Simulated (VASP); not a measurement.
VASP ran on this input.

**POSCAR**
```
In
1.0
 -1.6575000000   1.6575000000   2.5245000000
  1.6575000000  -1.6575000000   2.5245000000
  1.6575000000   1.6575000000  -2.5245000000
In
1
Cartesian
  0.0000000000   0.0000000000   0.0000000000
```

KPOINTS:
```
Automatic mesh
0
Gamma
14 14 14
0 0 0
```

### INCAR
```
SYSTEM = In
PREC = Accurate
ENCUT = 400
EDIFF = 1E-6
NELM = 100
ALGO = Normal
LREAL = .FALSE.
LASPH = .TRUE.
ISMEAR = 1
SIGMA = 0.1
GGA = PE
LMAXMIX = 4
LWAVE = .FALSE.
LCHARG = .FALSE.
ISIF = 2
```

POTCAR, in this order: In_d (PBE.64 set). Program: vasp_std.

Question: Write an equivalent input for Quantum ESPRESSO's pw.x.

Answer: One equivalent input (not run):
```
&CONTROL
  calculation = 'scf'
  pseudo_dir = './pseudo'
  outdir = './out'
  tprnfor = .true.
  tstress = .true.
/
&SYSTEM
  ibrav = 0
  nat = 1
  ntyp = 1
  ecutwfc = 70
  occupations = 'smearing'
  smearing = 'methfessel-paxton'
  degauss = 0.00735
  input_dft = 'pbe'
/
&ELECTRONS
  conv_thr = 7.3e-08
  electron_maxstep = 100
/
ATOMIC_SPECIES
  In 114.818 In.upf
CELL_PARAMETERS angstrom
    -1.6575000    1.6575000    2.5245000
     1.6575000   -1.6575000    2.5245000
     1.6575000    1.6575000   -2.5245000
ATOMIC_POSITIONS crystal
  In   0.0000000  0.0000000  0.0000000
K_POINTS automatic
  14 14 14 0 0 0
```
The two are equivalent in intent, not identical: the potentials are each code's own (VASP's PAW set, PseudoDojo norm-conserving files in pw.x), so ENCUT and ecutwfc are chosen apart and not converted; conv_thr bounds pw.x's estimated SCF error, while EDIFF bounds the energy change between steps.

The compound is In in the bct structure. The cell was not relaxed at this level.
